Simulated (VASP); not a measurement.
Input:

```
CELL_PARAMETERS angstrom
      3.89636     0.00000     0.00000
      0.00000     3.89636     0.00000
      0.00000     0.00000     3.89636
ATOMIC_POSITIONS crystal
  K  0.00000 0.00000 0.00000
  Mg 0.50000 0.50000 0.50000
  F  0.50000 0.00000 0.50000
  F  0.00000 0.50000 0.50000
  F  0.50000 0.50000 0.00000
```

Method: LDA (Ceperley-Alder, Perdew-Zunger), VASP's LDA PAW potentials (set 64) (plane waves; VASP). Settings: 520 eV cut-off, Gaussian smearing of 0.050 eV, potentials K_sv Mg F.

### Question
Predict the band gap (along the path) with the smallest direct gap where there is one.

### Answer

| Item | Value |
|---|---|
| band gap (along the path) | 7.49 eV |
| smallest direct gap (along the path) | 7.82 eV |

Only differences to runs with the same potentials and settings are physical.

The compound is KMgF3 in the cubic perovskite structure. It was relaxed first, which changed the volume by -7 %.
